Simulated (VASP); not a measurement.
# Plane-wave cutoff convergence of energy, pressure and forces in rock-salt CoO with LDA and PAW

The total energy, pressure and forces of ferromagnetic CoO in the rock-salt structure are calculated at fixed geometry for a series of plane-wave cutoffs, and each result is measured against the run at 800 eV. CoO is of interest as an electrode and catalyst material and as a magnetic layer in exchange-biased devices. Calculations of its lattice constant, elastic response or surfaces need a pressure as well as an energy that no longer depends on the basis. The question is which cutoff suffices for each quantity, and what it costs in computing time.

## Calculations

A cell from a diffraction database. VASP 6.6.1, plane waves with PAW, LDA, 2 atoms at fixed positions, collinear spin, no spin-orbit coupling. Held fixed: k mesh 9×9×9, ISMEAR = -1, SIGMA = 0.05 eV and 2 MPI ranks. Each row is named by the tags or value that set it apart; differences are taken from the run 'ENCUT = 800'. All ran on Intel(R) Xeon(R) Platinum 8559C (Emerald Rapids), shared with other work, so times are rough. The same in all rows: largest difference of a force component from the reference: 0.0 meV/Å; SCF cycles: 15.

Notes on method and selection:

- Runs that did not converge, have known faults or may not be shown are not listed, and runs on Ansatz's PAW sets soft_1 and soft_2 are kept to separate tables.

Columns:

- cutoff (eV): plane-wave cutoff ENCUT.
- energy error (meV/atom): energy per atom extrapolated to zero smearing, less that of the reference (ENCUT = 800).
- pressure error (GPa): pressure less that of the reference.
- time (s): wall time.

Input lines of one member:

```
PREC = Accurate
ENCUT = 240
EDIFF = 1E-06
NELM = 100
ISMEAR = -1
SIGMA = 0.05
LREAL = .FALSE.
ALGO = Normal
GGA = CA
NBANDS = 16
ISPIN = 2
LASPH = .TRUE.
LMAXMIX = 4
LORBIT = 11
KPAR = 2
```

Command (options for logging and memory left out): `mpirun -np 2 vasp_std`

## Data

| member | cutoff (eV) | energy error (meV/atom) | pressure error (GPa) | time (s) |
| --- | --- | --- | --- | --- |
| ENCUT = 240 | 240 | −73.18 | −110.66 | 3.2 |
| ENCUT = 300 | 300 | −28.31 | −41.15 | 5.2 |
| ENCUT = 360 | 360 | ? | ? | 6 |
| ENCUT = 400 | 400 | 0.45 | −6.35 | 5.8 |
| ENCUT = 460 | 460 | 0.97 | −1.11 | 7.8 |
| ENCUT = 520 | 520 | 1.27 | −0.05 | 7 |
| ENCUT = 640 | 640 | 0.51 | −0.22 | 16 |
| ENCUT = 800 | 800 | 0.00 | 0.00 | 15 |

Cells marked ? are withheld until the estimate has been made.

## Mechanism

The energy error shrinks quickly up to 400 eV and then stays small. Its slope is (−28.31 + 73.18) / 60 = 0.75 meV/atom per eV between 240 and 300 eV, and (0.45 + 28.31) / 100 = 0.29 between 300 and 400 eV. From 400 to 640 eV the error is positive and at most 1.27 meV/atom.

The sign at low cutoff is unusual, since a larger basis should lower a variational energy. A likely cause is the correction that VASP adds for the cutoff error of the free atoms: where it overshoots, the total energy comes out too low.

The pressure converges later. At 400 eV, where the energy is within 0.5 meV/atom of the reference, the pressure is still 6.35 GPa too low. This is the Pulay stress. The stress is evaluated with a fixed set of plane waves, whose effective cutoff rises when the cell is compressed. The basis error then falls, compression appears too cheap, and the pressure is underestimated. A constant correction per atom does not depend on volume and so cannot repair this. The pressure error falls to −1.11 GPa at 460 eV and −0.05 GPa at 520 eV. As it is −0.22 GPa at 640 eV, the very small value at 520 eV is partly fortuitous, and a few tenths of a GPa is the safer measure of what remains.

The forces vanish by symmetry at every cutoff, so their zero error is no evidence of convergence; a displaced atom would be required to test them.

All runs take 15 SCF cycles, and the time rises from about 3 s at 240 eV to 15 s at 800 eV. For energies at fixed volume 400 eV is adequate, while pressures call for 520 eV, at roughly half the time of the reference. These choices apply to the metallic ferromagnetic state obtained here, not to the antiferromagnetic insulator found in experiment.

## An estimate before looking

Plain estimates from the members shown:

- ENCUT = 360, straight-line interpolation between ENCUT = 300 and ENCUT = 400: w = (360 − 300) / (400 − 300) = 0.600, so −28.31 + 0.600 × (0.45 − (−28.31)) = −11.05 meV/atom

The straight line between 300 and 400 eV gives −11.05 meV/atom at 360 eV, but it ignores the steady flattening of the curve. Where the slope falls with cutoff, the curve lies above its chord, so the error should be smaller in size than this.

The curvature is taken from the four nearest shown members, at 240, 300, 400 and 460 eV, by passing a cubic through them. The weight of each member is the product of (360 − x) / (own cutoff − x) over the other three cutoffs x, which gives

(−5 / 44) × (−73.18) + (1 / 2) × (−28.31) + (3 / 4) × 0.45 − (3 / 22) × 0.97 = −5.6 meV/atom.

The same construction can be tried on two shown members. The cubic through 240, 300, 460 and 520 eV gives −0.6 at 400 eV, against 0.45 in the table, a miss of 1.1. The cubic through 240, 400, 460 and 520 eV gives (5 / 14) × (−73.18) + (11 / 6) × 0.45 − (5 / 3) × 0.97 + (10 / 21) × 1.27 = −26.3 at 300 eV, against −28.31, a miss of 2.0. Their root mean square, √((1.1² + 2.0²) / 2) = 1.6 meV/atom, is taken as the standard deviation.

No further shift is applied, because composition, structure and k mesh are the same in every row.

**Committed estimate, ENCUT = 360: energy error = −5.6 ± 1.6 meV/atom.**

## The answer

| member | cutoff (eV) | energy error (meV/atom) | pressure error (GPa) | time (s) |
| --- | --- | --- | --- | --- |
| ENCUT = 360 | 360 | −1.88 | −14.36 | 6 |

| member | estimate | energy error (meV/atom) | computed | estimate − computed | miss in error bars |
| --- | --- | --- | --- | --- | --- |
| ENCUT = 360 | committed | −5.60 | −1.88 | −3.72 | 2.3 |
| ENCUT = 360 | interpolation | −11.05 | −1.88 | −9.17 |  |

The estimate of −5.6 ± 1.6 meV/atom missed the computed −1.88 by 3.72 meV/atom, or 2.3 error bars. It was still better than the straight line, which missed by 9.17.

The argument that the curve lies above its chord held, but the cubic was too smooth. The slope is (−1.88 + 28.31) / 60 = 0.44 meV/atom per eV from 300 to 360 eV and only (0.45 + 1.88) / 40 = 0.06 from 360 to 400 eV. Neither test of the cubic was made at this bend, so the error bar was too narrow.

The signs in the completed table are in line with an overshooting atomic correction. A negative pressure error from the Pulay stress implies that the uncorrected energy still falls as the cutoff rises, whereas the tabulated energy rises up to 520 eV. An added term that more than cancels the basis error accounts for both signs. The small energy error at 360 eV, beside a pressure error of −14.36 GPa, is therefore largely a cancellation and not a sign of a complete basis. The same caution applies at 400 eV, where the pressure error is still −6.35 GPa.

## Departures from the trend

The runs at 240 and 300 eV lie farthest from the reference, with energies too low by 73.18 and 28.31 meV/atom and pressures too low by 110.66 and 41.15 GPa. The likeliest reason is the oxygen dataset, whose standard version is made for a cutoff of roughly 400 eV. Below that, the compact oxygen 2p functions are poorly described, and the cobalt 3d functions add to the error at the lowest cutoff. This alone would raise the energy; that it comes out too low fits an atomic correction that overshoots most where the basis is poorest.

These two runs nevertheless belong to a regular decay of the pressure error, which shrinks by a factor of 110.66 / 41.15 = 2.7 from 240 to 300 eV and of 41.15 / 14.36 = 2.9 from 300 to 360 eV. The energy error behaves differently: its factors over the same steps are 2.6 and 15, as expected where two contributions of opposite sign nearly cancel.

## Computational cost

The reference at 800 eV takes 15 / 3.2 = 4.7 times as long as the run at 240 eV, and 15 / 7 = 2.1 times as long as the run at 520 eV. Between 400 and 520 eV the times of 5.8 to 7.8 s differ by no more than can be expected on a shared machine. For a cell this small there is thus little to save by stopping at 400 eV, while the step to 520 eV reduces the pressure error from −6.35 to −0.05 GPa.

## Closing remarks

The rows from 400 eV upward agree with the reference energy within 1.3 meV/atom, and those from 520 eV upward with its pressure within 0.3 GPa. Below 400 eV, interpolation of the energy can miss by several meV/atom.

The pressure error translates into a lattice error through Δa/a ≈ Δp / (3B). For a stiff oxide with a bulk modulus B of roughly 200 GPa, the error at 400 eV gives −6.35 / (3 × 200) = −0.011, so a cell relaxed with this stress would come out about 1% too short.

The PAW datasets were generated with PBE, while the runs use LDA. This inconsistency is the same in every row, so a higher cutoff does not remove it.

Two omitted effects matter more for CoO itself than the errors left at 520 eV. A Hubbard U on the cobalt 3d states can open a gap in place of the metallic state, provided the degeneracy of the partly filled minority-spin t2g states is lifted, and the antiferromagnetic order found in experiment changes the energy as well.

[Logs are printed without paths, hosts, clocks, repeated set-up lines and the standing remarks that a program may print on its own settings, such as how far it seeks lower states.]
